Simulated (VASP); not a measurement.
These are PBE GGA, VASP's PBE PAW potentials (set 64) (plane waves; VASP) values and carry that method's errors.

VASP input:

File KPOINTS:
```
K-points
0
Gamma
 10 10 10
```

### POSCAR
```
SiC
1
   -0.0000000000     2.1728058726     2.1728058726
    2.1728058726     0.0000000000     2.1728058726
    2.1728058726     2.1728058726     0.0000000000
Si C
1 1
Direct
  0.0000000000   0.0000000000   0.0000000000
  0.2500000000   0.2500000000   0.2500000000
```

INCAR:
```
SYSTEM = SiC
PREC = Accurate; ENCUT = 620; LREAL = .False.
LASPH = .True.
EDIFF = 1E-6; NELM = 100; ALGO = Normal
ISMEAR = 0; SIGMA = 0.05
GGA = PE
IBRION = 2; NSW = 40; ISIF = 3
EDIFFG = -0.02; PSTRESS = 50
LWAVE = .False.; LCHARG = .False.
```

POTCAR, in this order: Si C (PBE.64 set). Program: vasp_std.

The resulting files:

**OUTCAR**
```
 ion  position               nearest neighbor table
   1  0.000  0.000  0.000-   2 1.88   2 1.88   2 1.88   2 1.88
   2  0.250  0.250  0.250-   1 1.88   1 1.88   1 1.88   1 1.88
  LATTYP: Found a face centered cubic cell.
 ALAT       =     4.3456117452
 Subroutine PRICEL returns:
 Original cell was already a primitive cell.
 Subroutine GETGRP returns: Found 24 space group operations
The static configuration has the point symmetry T_d .
The dynamic configuration has the point symmetry T_d .
 Subroutine INISYM returns: Found 24 space group operations
 Subroutine IBZKPT returns following result:
 Found     47 irreducible k-points:

 Following reciprocal coordinates:
            Coordinates               Weight
  0.000000  0.000000  0.000000      1.000000
  0.100000  0.000000  0.000000      8.000000
  0.200000  0.000000  0.000000      8.000000
  0.300000  0.000000  0.000000      8.000000
  0.400000  0.000000  0.000000      8.000000
  0.500000  0.000000  0.000000      4.000000
  0.100000  0.100000  0.000000      6.000000
  0.200000  0.100000  0.000000     24.000000
  0.300000  0.100000  0.000000     24.000000
  0.400000  0.100000  0.000000     24.000000
  0.500000  0.100000  0.000000     24.000000
 -0.400000  0.100000  0.000000     24.000000
 -0.300000  0.100000  0.000000     24.000000
 -0.200000  0.100000  0.000000     24.000000
 -0.100000  0.100000  0.000000     12.000000
  0.200000  0.200000  0.000000      6.000000
  0.300000  0.200000  0.000000     24.000000
  0.400000  0.200000  0.000000     24.000000
  0.500000  0.200000  0.000000     24.000000
 -0.400000  0.200000  0.000000     24.000000
 -0.300000  0.200000  0.000000     24.000000
 -0.200000  0.200000  0.000000     12.000000
  0.300000  0.300000  0.000000      6.000000
  0.400000  0.300000  0.000000     24.000000
  0.500000  0.300000  0.000000     24.000000
 -0.400000  0.300000  0.000000     24.000000
 -0.300000  0.300000  0.000000     12.000000
  0.400000  0.400000  0.000000      6.000000
  0.500000  0.400000  0.000000     24.000000
 -0.400000  0.400000  0.000000     12.000000
  0.500000  0.500000  0.000000      3.000000
  0.300000  0.200000  0.100000     24.000000
  0.400000  0.200000  0.100000     48.000000
  0.500000  0.200000  0.100000     48.000000
 -0.400000  0.200000  0.100000     24.000000
  0.400000  0.300000  0.100000     24.000000
  0.500000  0.300000  0.100000     48.000000
 -0.400000  0.300000  0.100000     48.000000
 -0.300000  0.300000  0.100000     48.000000
 -0.200000  0.300000  0.100000     24.000000
   k-points           NKPTS =     47   k-points in BZ     NKDIM =     47   number of bands    NBANDS=      8
   number of dos      NEDOS =    301   number of ions     NIONS =      2
   total plane-waves  NPLWV =  21952
   dimension x,y,z NGX =    28 NGY =   28 NGZ =   28
   dimension x,y,z NGXF=    56 NGYF=   56 NGZF=   56
   ions per type =               1   1
   PREC   = accura    normal or accurate (medium, high low for compatibility)
   ISTART =      0    job   : 0-new  1-cont  2-samecut
   ICHARG =      2    charge: 1-file 2-atom 10-const
   ISPIN  =      1    spin polarized calculation?
   LNONCOLLINEAR =      F non collinear calculations
   LSORBIT =      F    spin-orbit coupling
   INIWAV =      1    electr: 0-lowe 1-rand  2-diag
   ENCUT  =  620.0 eV  45.57 Ry    6.75 a.u.   6.24  6.24  6.24*2*pi/ulx,y,z
   NELM   =    100;   NELMIN=  2; NELMDL= -5     # of ELM steps
   EDIFF  = 0.1E-05   stopping-criterion for ELM
   LREAL  =      F    real-space projection
   NLSPLINE    = F    spline interpolate recip. space projectors
   LMAXMIX     =    2 max onsite mixed and CHGCAR
...
```

**OSZICAR**
```
       N       E                     dE             d eps       ncg     rms          rms(c)
DAV:   1     0.876040256258E+01    0.87604E+01   -0.46168E+03   768   0.983E+02
DAV:   2    -0.164690192443E+02   -0.25229E+02   -0.23742E+02  1096   0.118E+02
DAV:   3    -0.169315921266E+02   -0.46257E+00   -0.46257E+00   864   0.204E+01
DAV:   4    -0.169331624654E+02   -0.15703E-02   -0.15703E-02  1216   0.129E+00
DAV:   5    -0.169331628155E+02   -0.35016E-06   -0.35016E-06   856   0.167E-02    0.889E+00
DAV:   6    -0.151193527469E+02    0.18138E+01   -0.76214E+00   808   0.158E+01    0.391E+00
DAV:   7    -0.150626073071E+02    0.56745E-01   -0.35383E-01  1136   0.422E+00    0.178E+00
DAV:   8    -0.150547400331E+02    0.78673E-02   -0.18963E-02   816   0.127E+00    0.162E-01
DAV:   9    -0.150550299176E+02   -0.28988E-03   -0.78012E-04  1176   0.243E-01    0.103E-01
DAV:  10    -0.150551376798E+02   -0.10776E-03   -0.19793E-04  1008   0.113E-01    0.219E-02
DAV:  11    -0.150551387995E+02   -0.11197E-05   -0.37934E-05   952   0.386E-02    0.550E-03
DAV:  12    -0.150551389855E+02   -0.18598E-06   -0.14971E-06   688   0.961E-03
   1 F= -.14414885E+02 E0= -.14414885E+02  d E =-.144149E+02
```

File OUTCAR:
```
------------------------ aborting loop because EDIFF is reached ----------------------------------------
  FORCE on cell =-STRESS in cart. coord.  units (eV):
  Direction    XX          YY          ZZ          XY          YZ          ZX
  --------------------------------------------------------------------------------------
  Total        0.6407195      0.6407195      0.6407195      0.0000000     -0.0000000      0.0000000
  in kB       50.0363677     50.0363677     50.0363677      0.0000000     -0.0000000      0.0000000
  external PRESSURE =       0.0363677 kB  Pullay stress =      50.0000000 kB
  volume of cell :       20.52
      direct lattice vectors                 reciprocal lattice vectors
     0.000000000  2.172805873  2.172805873    -0.230117198  0.230117198  0.230117198
     2.172805873  0.000000000  2.172805873     0.230117198 -0.230117198  0.230117198
     2.172805873  2.172805873  0.000000000     0.230117198  0.230117198 -0.230117198
  FREE ENERGIE OF THE ION-ELECTRON SYSTEM (eV)
  ---------------------------------------------------
  free  energy   TOTEN  =       -15.0551389855 eV

  energy  without entropy=      -15.0551389855  energy(sigma->0) =      -15.05513899
  enthalpy is  TOTEN    =       -14.4148851382 eV   P V=        0.6402538473

 reached required accuracy - stopping structural energy minimisation
```
(Selected blocks of OUTCAR.)

### OUTCAR
```
 val. band max:        8.2019604958   @ k =   0.0000   0.0000   0.0000

 cond. band min:       9.5516862170   @ k =   0.5000   0.5000   0.0000


 Fermi energy:         8.4094328751

 k-point     1 :       0.0000    0.0000    0.0000
  band No.  band energies     occupation
      1      -7.2681      2.00000
      2       8.2020      2.00000
      3       8.2020      2.00000
      4       8.2020      2.00000
      5      14.5357      0.00000
      6      15.5701      0.00000
      7      15.5701      0.00000
      8      15.5701      0.00000

 k-point     2 :       0.1000    0.0000    0.0000
  band No.  band energies     occupation
      1      -7.0714      2.00000
      2       7.1925      2.00000
      3       8.0681      2.00000
      4       8.0681      2.00000
      5      14.7843      0.00000
      6      15.8145      0.00000
      7      15.8145      0.00000
      8      15.8561      0.00000

 k-point     3 :       0.2000    0.0000    0.0000
  band No.  band energies     occupation
      1      -6.4899      2.00000
      2       5.0655      2.00000
      3       7.7609      2.00000
      4       7.7609      2.00000
      5      14.4838      0.00000
      6      16.1719      0.00000
      7      16.1719      0.00000
      8      17.0653      0.00000

 k-point     4 :       0.3000    0.0000    0.0000
  band No.  band energies     occupation
      1      -5.5593      2.00000
      2       2.7410      2.00000
      3       7.4444      2.00000
      4       7.4444      2.00000
      5      14.0744      0.00000
      6      16.0226      0.00000
      7      16.0226      0.00000
      8      18.0264      0.00000

 k-point     5 :       0.4000    0.0000    0.0000
  band No.  band energies     occupation
      1      -4.4067      2.00000
      2       0.6734      2.00000
      3       7.2252      2.00000
      4       7.2252      2.00000
      5      13.8047      0.00000
      6      15.6358      0.00000
      7      15.6358      0.00000
...
```

The compound is SiC in the zinc blende structure. It was relaxed first under an external pressure of 5 GPa.
